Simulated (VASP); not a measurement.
These are HSE06 screened hybrid, VASP's PBE PAW potentials (set 64) (plane waves; VASP) values and carry that method's errors.

The input files of a VASP run:

**KPOINTS**
```
Regular mesh
0
Gamma
 2 2 2
```

### POSCAR
```
Ge(SbTe2)2
1
    2.0835460000     1.2029360000    13.5650100000
   -2.0835460000     1.2029360000    13.5650100000
    0.0000000000    -2.4058730000    13.5650100000
Ge Sb Te
1 2 4
Direct
  0.0000000000   0.0000000000   0.0000000000
  0.4273000000   0.4273000000   0.4273000000
  0.5727000000   0.5727000000   0.5727000000
  0.1327000000   0.1327000000   0.1327000000
  0.8673000000   0.8673000000   0.8673000000
  0.2898000000   0.2898000000   0.2898000000
  0.7102000000   0.7102000000   0.7102000000
```

INCAR:
```
AEXX=0.25
ALGO=Normal
EDIFF=1E-6
ENCUT=300
GGA=PE
HFSCREEN=0.2
ISIF=2
ISMEAR=-1
ISYM=3
LASPH=T
LCHARG=F
LHFCALC=T
LMAXMIX=4
LREAL=F
LWAVE=F
NELM=100
PREC=Accurate
PRECFOCK=Fast
SIGMA=0.1
SYSTEM=Ge(SbTe2)2
```

POTCAR, in this order: Ge_d Sb Te (PBE.64 set). Program: vasp_std.

The resulting files:

**OSZICAR**
```
       N       E                     dE             d eps       ncg     rms          rms(c)
DAV:   1    -0.698712340367E+04   -0.69871E+04   -0.14206E+04   248   0.141E+03
DAV:   2    -0.726952850716E+04   -0.28241E+03   -0.27158E+03   268   0.332E+02
DAV:   3    -0.731110354722E+04   -0.41575E+02   -0.39370E+02   292   0.110E+02
DAV:   4    -0.731324401741E+04   -0.21405E+01   -0.20757E+01   312   0.260E+01
DAV:   5    -0.301913855939E+02    0.72831E+04   -0.24415E+01   228   0.316E+01    0.606E+01
DAV:   6    -0.301240113334E+02    0.67374E-01   -0.21776E+00   320   0.749E+00    0.226E+01
DAV:   7    -0.301242960834E+02   -0.28475E-03   -0.49993E-01   280   0.281E+00    0.135E+01
DAV:   8    -0.301313952459E+02   -0.70992E-02   -0.71540E-02   276   0.106E+00    0.817E+00
DAV:   9    -0.301273064495E+02    0.40888E-02   -0.76086E-03   264   0.423E-01    0.482E+00
DAV:  10    -0.301259991447E+02    0.13073E-02   -0.45685E-03   260   0.271E-01    0.283E+00
DAV:  11    -0.301259054565E+02    0.93688E-04   -0.13978E-03   304   0.138E-01    0.172E+00
DAV:  12    -0.301258563755E+02    0.49081E-04   -0.20447E-04   300   0.612E-02    0.105E+00
DAV:  13    -0.301258542280E+02    0.21475E-05   -0.85206E-05   280   0.413E-02    0.638E-01
DAV:  14    -0.301258666964E+02   -0.12468E-04   -0.32968E-05   256   0.243E-02    0.387E-01
DAV:  15    -0.301258770601E+02   -0.10364E-04   -0.11651E-05   264   0.147E-02    0.235E-01
DAV:  16    -0.301258834901E+02   -0.64300E-05   -0.44972E-06   224   0.934E-03    0.143E-01
DAV:  17    -0.301258870200E+02   -0.35300E-05   -0.20293E-06   160   0.639E-03    0.869E-02
DAV:  18    -0.301258889269E+02   -0.19069E-05   -0.11427E-06   164   0.468E-03    0.534E-02
DAV:  19    -0.301258900139E+02   -0.10870E-05   -0.60530E-07   144   0.323E-03    0.331E-02
DAV:  20    -0.301258905843E+02   -0.57039E-06   -0.36462E-07   148   0.232E-03
   1 F= -.30125891E+02 E0= -.30101255E+02  d E =-.492719E-01
```

### OUTCAR
```
------------------------ aborting loop because EDIFF is reached ----------------------------------------
  FORCE on cell =-STRESS in cart. coord.  units (eV):
  Direction    XX          YY          ZZ          XY          YZ          ZX
  --------------------------------------------------------------------------------------
  Total       13.2825052     13.2825161     -2.6743277      0.0000000      0.0000001     -0.0000000
  in kB      104.3214162    104.3215011    -21.0042945      0.0000000      0.0000005     -0.0000000
  external PRESSURE =      62.5462076 kB  Pullay stress =       0.0000000 kB
  volume of cell :      203.99
      direct lattice vectors                 reciprocal lattice vectors
     2.083546000  1.202936000 13.565010000     0.239975503  0.138549865  0.024573029
    -2.083546000  1.202936000 13.565010000    -0.239975503  0.138549865  0.024573029
     0.000000000 -2.405873000 13.565010000     0.000000000 -0.277099730  0.024573018
 POSITION                                       TOTAL-FORCE (eV/Angst)
 -----------------------------------------------------------------------------------
      0.00000      0.00000      0.00000         0.000000      0.000000      0.000000
      0.00000     -0.00000     17.38899         0.000000      0.000000     -0.220873
      0.00000     -0.00000     23.30604         0.000000     -0.000000      0.220873
      0.00000     -0.00000      5.40023         0.000000      0.000000     -0.750463
      0.00000     -0.00000     35.29480         0.000000     -0.000000      0.750463
      0.00000     -0.00000     11.79342         0.000000     -0.000000      0.200609
      0.00000     -0.00000     28.90161         0.000000      0.000000     -0.200609
 -----------------------------------------------------------------------------------
    total drift:                                0.000254     -0.000018     -0.000012
  FREE ENERGIE OF THE ION-ELECTRON SYSTEM (eV)
  ---------------------------------------------------
  free  energy   TOTEN  =       -30.1258905843 eV

  energy  without entropy=      -30.0766187216  energy(sigma->0) =      -30.10125465

  exchange ACFDT corr.  =         0.00000000  see jH, gK, PRB 81, 115126
```
(Selected blocks of OUTCAR.)

At this cut-off the stress carries a Pulay error, which pulls relaxed volumes low.

The structure was generated: GeSb2Te4 was put into an ordered model structure, which need not be its known phase. The cell was not relaxed at this level. The k-mesh is coarse (spacing up to 0.87 per Å, 2π included), so the numbers may not be converged in it. The run is one of a series of settings (AEXX = 0.25, HFSCREEN = 0.2, ISYM = 3, LHFCALC = .TRUE., PRECFOCK = Fast, KPOINTS 2×2×2 Γ-centred mesh against the base run), some of them coarse on purpose.
